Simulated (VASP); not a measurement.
Method: PBE GGA, VASP's PBE PAW potentials (set 64) (plane waves; VASP 6.6.1).

A VASP calculation is set up with these files.

**KPOINTS**
```
kpoints
0
gamma
 11 11 11
0 0 0
```

POSCAR:
```
PdIn
1
    3.2614657662     0.0000000000     0.0000000000
    0.0000000000     3.2614657662     0.0000000000
    0.0000000000     0.0000000000     3.2614657662
In Pd
1 1
Direct
  0.5000000000   0.5000000000   0.5000000000
  0.0000000000   0.0000000000   0.0000000000
```

### INCAR
```
ALGO = Normal
EDIFF = 1E-6
EDIFFG = -0.02
ENCUT = 500
GGA = PE
IBRION = 2
ISIF = 3
ISMEAR = 1
LASPH = .True.
LCHARG = .False.
LMAXMIX = 4
LREAL = .False.
LWAVE = .False.
NELM = 100
NSW = 40
PREC = Accurate
PSTRESS = 100
SIGMA = 0.1
SYSTEM = PdIn
```

POTCAR, in this order: In_d Pd (PBE.64 set). Program: vasp_std.

The run wrote:

File OSZICAR:
```
       N       E                     dE             d eps       ncg     rms          rms(c)
DAV:   1     0.160191031119E+03    0.16019E+03   -0.11175E+04  1703   0.196E+03
DAV:   2    -0.187713190620E+01   -0.16207E+03   -0.15832E+03  1771   0.409E+02
DAV:   3    -0.880797580746E+01   -0.69308E+01   -0.69009E+01  2079   0.902E+01
DAV:   4    -0.893614329505E+01   -0.12817E+00   -0.12815E+00  2015   0.117E+01
DAV:   5    -0.894243145499E+01   -0.62882E-02   -0.62881E-02  2518   0.231E+00    0.668E+00
DAV:   6    -0.877127576714E+01    0.17116E+00   -0.41607E-01  2051   0.100E+01    0.315E+00
DAV:   7    -0.873550496416E+01    0.35771E-01   -0.72849E-02  2250   0.536E+00    0.137E+00
DAV:   8    -0.872905572159E+01    0.64492E-02   -0.19076E-02  1932   0.143E+00    0.391E-01
DAV:   9    -0.872835647485E+01    0.69925E-03   -0.19105E-03  2170   0.779E-01    0.518E-02
DAV:  10    -0.872836239995E+01   -0.59251E-05   -0.49596E-05  2242   0.116E-01    0.237E-02
DAV:  11    -0.872836372028E+01   -0.13203E-05   -0.50757E-06  1946   0.251E-02    0.296E-03
DAV:  12    -0.872836409297E+01   -0.37269E-06   -0.31693E-07  1148   0.652E-03
   1 F= -.65630152E+01 E0= -.65626127E+01  d E =-.656302E+01
       N       E                     dE             d eps       ncg     rms          rms(c)
DAV:   1    -0.104101028988E+02   -0.16817E+01   -0.37387E+01  1778   0.102E+02    0.107E+01
DAV:   2    -0.873465325129E+01    0.16754E+01   -0.72618E+00  1750   0.386E+01    0.280E+00
DAV:   3    -0.856641654848E+01    0.16824E+00   -0.53764E-01  2301   0.158E+01    0.139E+00
DAV:   4    -0.854225527117E+01    0.24161E-01   -0.59224E-02  2487   0.446E+00    0.142E+00
DAV:   5    -0.853967341612E+01    0.25819E-02   -0.10599E-02  1894   0.736E-01    0.440E-01
DAV:   6    -0.853917918213E+01    0.49423E-03   -0.10712E-03  2074   0.599E-01    0.144E-01
DAV:   7    -0.853917808473E+01    0.10974E-05   -0.10416E-04  2114   0.142E-01    0.642E-02
DAV:   8    -0.853917670322E+01    0.13815E-05   -0.16493E-05  2149   0.496E-02    0.139E-02
DAV:   9    -0.853917688532E+01   -0.18210E-06   -0.20012E-07  1001   0.500E-03
   2 F= -.65399951E+01 E0= -.65396350E+01  d E =0.230201E-01
       N       E                     dE             d eps       ncg     rms          rms(c)
DAV:   1    -0.931247628768E+01   -0.77330E+00   -0.14019E+01  1771   0.715E+01    0.529E+00
DAV:   2    -0.874871559526E+01    0.56376E+00   -0.22445E+00  1722   0.208E+01    0.190E+00
DAV:   3    -0.869010490858E+01    0.58611E-01   -0.15824E-01  2244   0.802E+00    0.832E-01
DAV:   4    -0.867876391405E+01    0.11341E-01   -0.30532E-02  2489   0.338E+00    0.667E-01
DAV:   5    -0.867820184238E+01    0.56207E-03   -0.10511E-03  2001   0.390E-01    0.415E-01
DAV:   6    -0.867773355877E+01    0.46828E-03   -0.69487E-04  2032   0.240E-01    0.451E-02
DAV:   7    -0.867773701062E+01   -0.34519E-05   -0.22383E-05  2331   0.469E-02    0.238E-02
DAV:   8    -0.867773744475E+01   -0.43413E-06   -0.82029E-07  1393   0.166E-02
   3 F= -.65810263E+01 E0= -.65805941E+01  d E =-.180111E-01
```

**OUTCAR**
```
------------------------ aborting loop because EDIFF is reached ----------------------------------------
  FORCE on cell =-STRESS in cart. coord.  units (eV):
  Direction    XX          YY          ZZ          XY          YZ          ZX
  --------------------------------------------------------------------------------------
  Total        2.0933067      2.0933067      2.0933067     -0.0000000      0.0000000     -0.0000000
  in kB       99.8376320     99.8376320     99.8376320     -0.0000000      0.0000000     -0.0000000
  external PRESSURE =      -0.1623680 kB  Pullay stress =     100.0000000 kB
  volume of cell :       33.59
      direct lattice vectors                 reciprocal lattice vectors
     3.226634167 -0.000000000  0.000000000     0.309920477 -0.000000000  0.000000000
     0.000000000  3.226634167  0.000000000     0.000000000  0.309920477  0.000000000
    -0.000000000 -0.000000000  3.226634167    -0.000000000 -0.000000000  0.309920477
 POSITION                                       TOTAL-FORCE (eV/Angst)
 -----------------------------------------------------------------------------------
      1.61332      1.61332      1.61332        -0.000000     -0.000000      0.000000
      0.00000      0.00000      0.00000         0.000000      0.000000      0.000000
 -----------------------------------------------------------------------------------
    total drift:                                0.000000      0.000000     -0.000000
  FREE ENERGIE OF THE ION-ELECTRON SYSTEM (eV)
  ---------------------------------------------------
  free  energy   TOTEN  =        -8.6777374447 eV

  energy  without entropy=       -8.6764409122  energy(sigma->0) =       -8.67730527
  enthalpy is  TOTEN    =        -6.5810263067 eV   P V=        2.0967111380

 reached required accuracy - stopping structural energy minimisation
```
(Selected blocks of OUTCAR.)

CONTCAR:
```
PdIn
   1.00000000000000
     3.2266341666107570   -0.0000000000000000    0.0000000000000000
     0.0000000000000000    3.2266341666107570    0.0000000000000000
    -0.0000000000000000   -0.0000000000000000    3.2266341666107570
  In              Pd
     1     1
Direct
     0.5000000000000000    0.5000000000000000    0.5000000000000000
     0.0000000000000000    0.0000000000000000    0.0000000000000000
```

Energy and stress use the plane-wave basis of the starting cell.

The compound is PdIn in the CsCl type structure. This run relaxes it under an external pressure of 10 GPa. Symmetry was kept, so distortions that lower it aren't found. The electron count is odd and the run is not spin-polarised, which forces a metal.
